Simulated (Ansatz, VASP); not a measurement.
**CuSb2: VASP beside Ansatz**

Wanted: the spread between two codes on one cell, functional and k mesh. The cell is generated by rule, not measured, and may not be a known phase. The cell is taken from a series of runs on this material, whose earlier steps may have relaxed, scaled, displaced or heated it; both programs get it as it stands.

Main program and level: Ansatz 0.2.0; plane waves, with VASP 6.6.1 beside it; single point at PBEsol.

The structure was built from a prototype and need not be the compound's stable phase.

## Step 1: The starting structure

Symmetry: Fm-3m, No. 225, cubic system. Conventional cell: a = 6.607 Å, b = 6.607 Å, c = 6.607 Å, α = 90.00°, β = 90.00°, γ = 90.00°. Nearest to Sb lie 4 Cu at 2.86 Å. Nearest to Cu lie 8 Sb at 2.86 Å. Farther neighbours are not listed.

## Step 2: VASP: single point, PBEsol

A single point gives forces, pressure and levels at one fixed geometry, so differences don't come from the geometry; what else differs is listed under the comparison.

Lines of VASP's logs that name or quote its potential files are left out, and so is its time.

INCAR reads:

```
SYSTEM = CuSb2
PREC = Accurate
ENCUT = 600
EDIFF = 1E-06
NELM = 120
ISMEAR = 0
SIGMA = 0.1
LREAL = .FALSE.
ALGO = Normal
GGA = PS
NBANDS = 16
LASPH = .TRUE.
LORBIT = 11
LWAVE = .FALSE.
LCHARG = .FALSE.
ISIF = 2
GGA_COMPAT = .FALSE.
```

POSCAR reads:

```
CuSb2
1.0
    0.0000000000      3.3035000000      3.3035000000
    3.3035000000      0.0000000000      3.3035000000
    3.3035000000      3.3035000000      0.0000000000
Sb Cu
2 1
Direct
    0.2500000000      0.2500000000      0.2500000000
    0.7500000000      0.7500000000      0.7500000000
    0.0000000000      0.0000000000      0.0000000000
```

KPOINTS reads:

```
Automatic mesh
0
Gamma
6 6 6
0 0 0
```

The projector-augmented-wave data sets are Sb and Cu (PBE family, release 64).

Run with:

```
mpirun -np 1 vasp_std
```

Numbers of over 12 decimals in the logs are rounded to 6 here.

The log of the run:

```text
[banner, memory and clock lines left out]
running    1 mpi-ranks, on    1 nodes
 distrk:  each k-point on    1 cores,    1 groups
 distr:  one band on    1 cores,    1 groups

 POSCAR found type information on POSCAR SbCu
 POSCAR found :  2 types and       3 ions
|                                                                             |
|               ----> ADVICE to this user running VASP <----                  |
|                                                                             |
|     You enforced a specific xc type in the INCAR file but a different       |
|     [... a line on the potential file left out ...]
|     I HOPE YOU KNOW WHAT YOU ARE DOING!                                     |
|                                                                             |

 LDA part: xc-table for (Slater+PW92), standard interpolation
 POSCAR, INCAR and KPOINTS ok, starting setup
 FFT: planning ... GRIDC
 FFT: planning ... GRID_SOFT
 FFT: planning ... GRID
 WAVECAR not read
 entering main loop
       N       E                     dE             d eps       ncg     rms          rms(c)
DAV:   1     0.111591740884E+03    0.11159E+03   -0.89054E+03   512   0.138E+03
DAV:   2    -0.765066438483E+01   -0.11924E+03   -0.11482E+03   560   0.260E+02
DAV:   3    -0.141515110674E+02   -0.65008E+01   -0.63274E+01   712   0.641E+01
DAV:   4    -0.142854958758E+02   -0.13398E+00   -0.13388E+00   552   0.903E+00
DAV:   5    -0.142915025462E+02   -0.60067E-02   -0.60066E-02   816   0.223E+00    0.118E+01
DAV:   6    -0.165148807630E+02   -0.22234E+01   -0.48906E+01   536   0.192E+02    0.107E+01
DAV:   7    -0.132159042161E+02    0.32990E+01   -0.89229E+00   624   0.888E+01    0.358E+00
DAV:   8    -0.130119670272E+02    0.20394E+00   -0.12701E+00   656   0.292E+01    0.139E+00
DAV:   9    -0.130291359858E+02   -0.17169E-01   -0.21511E-01   816   0.796E+00    0.108E+00
DAV:  10    -0.130196594097E+02    0.94766E-02   -0.17643E-02   776   0.320E+00    0.764E-01
DAV:  11    -0.130197937849E+02   -0.13438E-03   -0.69793E-04   640   0.195E-01    0.862E-01
DAV:  12    -0.130147481858E+02    0.50456E-02   -0.21460E-02   664   0.445E+00    0.287E-01
DAV:  13    -0.130149558838E+02   -0.20770E-03   -0.22558E-03   544   0.307E-01    0.269E-01
DAV:  14    -0.130149078739E+02    0.48010E-04   -0.49535E-05   848   0.891E-02    0.238E-01
DAV:  15    -0.130148373941E+02    0.70480E-04   -0.64968E-04   680   0.605E-01    0.103E-01
DAV:  16    -0.130148167191E+02    0.20675E-04   -0.81231E-05   784   0.162E-01    0.490E-02
DAV:  17    -0.130148128533E+02    0.38658E-05   -0.52531E-06   608   0.198E-02    0.274E-02
DAV:  18    -0.130148100136E+02    0.28397E-05   -0.37455E-06   656   0.268E-02    0.150E-03
DAV:  19    -0.130148099758E+02    0.37835E-07   -0.28769E-07   312   0.117E-02
   1 F= -.13014810E+02 E0= -.13012279E+02  d E =-.506128E-02
```

OUTCAR, selected parts (step 2):

```text
ion  position               nearest neighbor table
   1  0.250  0.250  0.250-   3 2.86   3 2.86   3 2.86   3 2.86   2 3.30   2 3.30   2 3.30   2 3.30
                             2 3.30   2 3.30
   2  0.750  0.750  0.750-   3 2.86   3 2.86   3 2.86   3 2.86   1 3.30   1 3.30   1 3.30   1 3.30
                             1 3.30   1 3.30
   3  0.000  0.000  0.000-   2 2.86   2 2.86   2 2.86   1 2.86   2 2.86   1 2.86   1 2.86   1 2.86

  LATTYP: Found a face centered cubic cell.
 ALAT       =     6.6070000000

 Subroutine GETGRP returns: Found 48 space group operations
 (whereof 48 operations were pure point group operations)

The static configuration has the point symmetry O_h .

 Found     16 irreducible k-points:

   k-points           NKPTS =     16   k-points in BZ     NKDIM =     16   number of bands    NBANDS=     16

   dimension x,y,z NGX =    40 NGY =   40 NGZ =   40
   dimension x,y,z NGXF=    80 NGYF=   80 NGZF=   80

   ENCUT  =  600.0 eV  44.10 Ry    6.64 a.u.   9.33  9.33  9.33*2*pi/ulx,y,z

   NELECT =      21.0000    total number of electrons

 k-points in reciprocal lattice and weights: Automatic mesh
   0.00000000  0.00000000  0.00000000       0.005
   0.16666667  0.00000000  0.00000000       0.037
   0.33333333  0.00000000  0.00000000       0.037
   0.50000000  0.00000000  0.00000000       0.019
   0.16666667  0.16666667  0.00000000       0.028
   0.33333333  0.16666667  0.00000000       0.111
   0.50000000  0.16666667  0.00000000       0.111
  -0.33333333  0.16666667  0.00000000       0.111
  -0.16666667  0.16666667  0.00000000       0.056
[...]
-0.33333333  0.33333333  0.16666667       0.111
  -0.33333333  0.50000000  0.16666667       0.056

 average (electrostatic) potential at core
       1 -85.5145       2 -85.5145       3 -64.1690

 E-fermi :   7.3724

 k-point     1 :       0.0000    0.0000    0.0000
  band No.  band energies     occupation
    ...
      6       4.0656      2.00000
      7       4.0656      2.00000
      8       6.4920      2.00000
      9       6.4920      2.00000
     10       6.4920      2.00000
     11       8.2715      0.00000
     12       8.2715      0.00000
     13       8.2715      0.00000
     14      10.1057      0.00000
     15      10.3673      0.00000
    ...

 k-point     2 :       0.1667    0.0000    0.0000
  band No.  band energies     occupation
    ...
      6       4.0406      2.00000
      7       4.0406      2.00000
      8       5.5305      2.00000
      9       6.2137      2.00000
     10       6.2137      2.00000
     11       7.7303      0.00000
     12       7.9476      0.00000
     13       7.9476      0.00000
     14      10.2577      0.00000
     15      10.7589      0.00000
    ...

 k-point     3 :       0.3333    0.0000    0.0000
  band No.  band energies     occupation
    ...
      9       5.6939      2.00000
     10       5.6939      2.00000
     11       6.9222      2.00000
     12       7.3161      1.57454
     13       7.3161      1.57453
     14      11.2337      0.00000
     15      12.1941      0.00000
     16      12.1941      0.00000

  Total       -1.4931441     -1.4931441     -1.4931441      0.0000000      0.0000000     -0.0000000
  in kB      -33.1786997    -33.1786997    -33.1786997      0.0000000      0.0000000     -0.0000000
  external PRESSURE =     -33.1786997 kB  Pullay stress =       0.0000000 kB

  energy-cutoff  :      600.00
  volume of cell :       72.10
      direct lattice vectors                 reciprocal lattice vectors
     0.000000000  3.303500000  3.303500000    -0.151354624  0.151354624  0.151354624
     3.303500000  0.000000000  3.303500000     0.151354624 -0.151354624  0.151354624
     3.303500000  3.303500000  0.000000000     0.151354624  0.151354624 -0.151354624

 POSITION                                       TOTAL-FORCE (eV/Angst)
 -----------------------------------------------------------------------------------
      1.65175      1.65175      1.65175        -0.000000      0.000000     -0.000000
      4.95525      4.95525      4.95525         0.000000     -0.000000      0.000000
      0.00000      0.00000      0.00000        -0.000000     -0.000000     -0.000000
 -----------------------------------------------------------------------------------
    total drift:                               -0.000000      0.000000      0.000000

  FREE ENERGIE OF THE ION-ELECTRON SYSTEM (eV)
  ---------------------------------------------------
  free  energy   TOTEN  =       -13.0148099758 eV

  energy  without entropy=      -13.0097486967  energy(sigma->0) =      -13.01227934

 total charge
# of ion       s       p       d       tot
------------------------------------------
    1        1.240   1.084   0.037   2.362
    2        1.240   1.084   0.037   2.362
    3        0.384   0.302   9.194   9.881
--------------------------------------------------
tot          2.865   2.471   9.269  14.604

[... 3 further parts left out ...]
```

This run has no spin polarisation. Its electron count is odd, so without a moment it is a metal by construction.

## Step 3: Ansatz: single point, PBEsol

Ansatz runs on its default PAW (the set named soft_2) files.

The same cell, functional, mesh and smearing now go to Ansatz, which takes its cutoff from its data sets.

input.yaml reads:

```yaml
crystal:
  lattice:
    - [0.0, 3.3035, 3.3035]
    - [3.3035, 0.0, 3.3035]
    - [3.3035, 3.3035, 0.0]
  atoms:
    - { symbol: Sb, position: [0.25, 0.25, 0.25] }
    - { symbol: Sb, position: [0.75, 0.75, 0.75] }
    - { symbol: Cu, position: [0.0, 0.0, 0.0] }
kpoints:
  mp_grid: { grid: [6, 6, 6] }
hamiltonian:
  xc: pbesol
scf:
  occupations: { method: gaussian, width: 0.1 }
output:
  forces: true
  stress: true
  eigenvalues: true
```

Run with:

```
ansatz run input.yaml --threads 4 --pin off --max-ram 7168MiB --backend cpu --events-out ev --progress --plain --runs-dir out
```

The log of the run:

```text
Engine: ansatz 0.2.0, aarch64-unknown-linux-gnu
Pseudopotentials: kind: paw
Pseudopotential: Sb, paw, valence charge 15, recommended cutoff 420 eV (normal), Sb.paw.azcp
Pseudopotential: Cu, paw, valence charge 19, recommended cutoff 420 eV (normal), Cu.paw.azcp
Functional definition: PBEsol
  exchange = pbesol_x
  correlation = pbesol_c
Crystal: 3 atoms, lattice volume = 72.103 Å³
Basis set: ecut = 420 eV, 1411 PW (Γ), exchange–correlation on 64×64×64 points (8 copies of the dense FFT grid, shifted against one another)
Bands: 30, of which v1, the nominal top of the filled ones, is band 25 counted from 1 (24 counted from 0)
Symmetry: 48 space group operations
Space group: Fm-3m (ITA 225), of the structure as read, at distance tolerance 4.2e-5 Å
k-points: 16 of 216
Non-local potential: Sb, projectors of the file, l = 0: 2, l = 1: 2, l = 2: 2, l = 3: 2
Non-local potential: Cu, projectors of the file, l = 0: 3, l = 1: 2, l = 2: 3, l = 3: 1
PAW form: soft (Blöchl's): semilocal exchange-correlation on the pseudo side does not see the compensation charge
PAW frozen core: Sb, regenerated for the run's functional, and the local potential with it (the file was generated under x = pbe(κ = 0.804, μ = 0.219515), c = pbe(β = 0.066725))
PAW frozen core: Cu, regenerated for the run's functional, and the local potential with it (the file was generated under x = pbe(κ = 0.804, μ = 0.219515), c = pbe(β = 0.066725))
PAW one-centre angular grid: Sb, 590 points (default); XC on 64 Gauss nodes
PAW one-centre angular grid: Cu, 590 points (default); XC on 64 Gauss nodes
Initial density: superposition of atomic densities (neutral atoms: chi_scale 0, normalization atom), corrected by the library's trained network
Initial wavefunctions: pseudopotential atomic-orbital guess
Functional: x = pbesol(κ = 0.804, μ = 0.123457), c = pbesol(β = 0.046)
SCF iter   1: F=—  HF=-19404.513568 eV  |F-HF|=—  |Δ(HF+E_count)|=         —  Δρ=1.10e-2  dr2=6.20e-2  ethr=1.77e-3  ⟨swp⟩=6.2  Hψ=2007  notcnv=0
preconditioner: auto → none  [insulator: Δε(μ)=0.175 eV  Ē_g=7.835 eV  σ=0.100 eV  W_gap=0.53  n_scr=14 (ndim 8)  ℏωp=20.0 eV  f_vac=0.040  D(μ)=1.07/eV (n_scr^D=0)  ε∞_Penn≈7.5]
SCF iter   2: F=—  HF=-19404.558141 eV  |F-HF|=—  |Δ(HF+E_count)|=   4.46e-2  Δρ=2.38e-2  dr2=2.93e-1  ethr=1.27e-4  ⟨swp⟩=2.1  Hψ=1072  notcnv=0  defer=16
SCF iter   3: F=—  HF=-19404.503466 eV  |F-HF|=—  |Δ(HF+E_count)|=   5.47e-2  Δρ=6.56e-4  dr2=1.13e-4  ethr=1.27e-4  ⟨swp⟩=2.2  Hψ=921  notcnv=0  defer=16
SCF iter   4: F=—  HF=-19404.503518 eV  |F-HF|=—  |Δ(HF+E_count)|=   5.19e-5  Δρ=2.07e-4  dr2=2.98e-5  ethr=2.30e-7  ⟨swp⟩=2.0  Hψ=948  notcnv=0  defer=2
SCF iter   5: F=—  HF=-19404.503518 eV  |F-HF|=—  |Δ(HF+E_count)|=   8.18e-7  Δρ=1.07e-4  dr2=5.17e-6  ethr=6.09e-8  ⟨swp⟩=2.2  Hψ=559  notcnv=0  defer=2
SCF iter   6: F=-19404.503518 eV  HF=-19404.503518 eV  |F-HF|=2.22e-8  |Δ(HF+E_count)|=   7.15e-7  Δρ=5.86e-6  dr2=4.38e-8  ethr=2.04e-10  ⟨swp⟩=7.0  Hψ=2437  notcnv=0
SCF 1 converged in 6 iterations: F = -19404.503518 eV  dr2 = 4.38e-8
  greatest PAW one-centre occupation: 1.000 electrons in one spin orbital (limit 2), on the Cu atom at site 2 (counted from 0), in its partial waves of l = 0
SCF converged after 6 iterations
Free energy (F): -19404.503518 eV
Harris-Foulkes:  -19404.503518 eV  (|F-HF|=2.22e-8)
Internal energy: -19404.498398 eV  (E = F + TS)
E sigma→0 (E₀):  -19404.500958 eV
Entropy (-TS):   -0.005121 eV (-1.707 meV/atom)
Fermi energy:    11.230769 eV
--- Per-component energies (eV) ---
  E_band       = -776.484297
  E_kinetic    = 713.420062
  E_local      = -8473.589014  (includes V_loc(G=0)·N_el)
  E_nonlocal   = 1123.809072
  E_hartree    = 3805.317349
  E_xc         = -362.841342
  E_vxc        = -307.017687  (∫ρ·V_xc dr)
  E_paw        = -10628.914172  (= ΣΔE_a)
  E_vpaw       = -1443.739119  (= ΣTr[D̂ρ^β])
  E_aug_tail   = 0.000265  (compensation charges beyond the density's cutoff)
  E_ewald      = -5582.570534
  E_core_change = 0.869916  (= ΣΔE_core)
  E_smearing   = -0.005121  (= −TS)
  E_closure    = 0.000000  (closes the sum)
  Σ components = -19404.503518   (vs F -19404.503518, Δ=0.00e0)
--- Forces (eV/Å), atoms counted from 1 ---
  atom   1  Sb     0.00000000    -0.00000000     0.00000000
  atom   2  Sb     0.00000000    -0.00000000     0.00000000
  atom   3  Cu    -0.00000000     0.00000000    -0.00000000
  max |Σ_I F_I| component: 1.39e-17 eV/Å
--- Stress (GPa, compression-positive) ---
       -3.471825       0.000000      -0.000000
       -0.000000      -3.471825      -0.000000
       -0.000000      -0.000000      -3.471825
  P = ⅓ Tr σ = -3.4718 GPa (-34.718 kbar)
--- Band table (eV; the first three rows and the last of 16) ---
  k-point 0: bands = [... 21 lower, 10.3606, 10.3606, 10.3606, 12.1110, 12.1110, 12.1110, 13.9172, 14.2259, ... 1 higher]
  k-point 1: bands = [... 21 lower, 9.3828, 10.0771, 10.0771, 11.5712, 11.7952, 11.7952, 14.1060, 14.6220, ... 1 higher]
  k-point 2: bands = [... 21 lower, 8.9263, 9.5477, 9.5477, 10.7663, 11.1752, 11.1752, 15.0794, 16.0713, ... 1 higher]
  k-point 15: bands = [... 21 lower, 7.9894, 8.2161, 9.3027, 12.1936, 12.9546, 15.0741, 15.6706, 16.0639, ... 1 higher]
```

In the SCF lines HF is the Harris–Foulkes energy and dr2 the Hartree energy of the density residual, in eV; the loop may stop once dr2 is under the threshold and the program's other checks hold. Hψ counts applications of the Hamiltonian.

The run ends at a pressure of -3.47 GPa.

## Step 4: Comparison

Known differences besides the potentials themselves: the data sets hold 49 valence electrons in Ansatz (on its default PAW (the set named soft_2) files) and 21 in VASP; the cutoff is 420 eV in Ansatz and 600 eV in VASP; Ansatz makes its cores anew for this functional, VASP keeps those of its PBE data sets. Total energies have different zeros and are not compared.

Compared:

| quantity | Ansatz | VASP | difference |
| --- | --- | --- | --- |
| pressure (GPa) | -3.47 | -3.32 | -0.15 |

## Step 5: Results

```
difference in pressure (single point, PBEsol) : -0.15 GPa
```

In words: The difference in pressure is -0.15 GPa (single point, PBEsol), within the 1 GPa picked in this series as the mark of a large difference. The data sets hold unlike numbers of valence electrons (49 in Ansatz and 21 in VASP), so part of the differences comes from the potentials. Such differences can come from data sets, numerical settings and the points named under the comparisons, not from the functional's error against experiment.

[Lines on the potential files, build, host, timing and source positions are cut from VASP's logs without a mark.]

[Logs are printed without paths, hosts, clocks, repeated set-up lines and the standing remarks that a program may print on its own settings, such as how far it seeks lower states.]

[Hosts, paths, dates, database ids (printed as entryN), source tags and the programs' standing remarks are cut or masked in the printed files.]
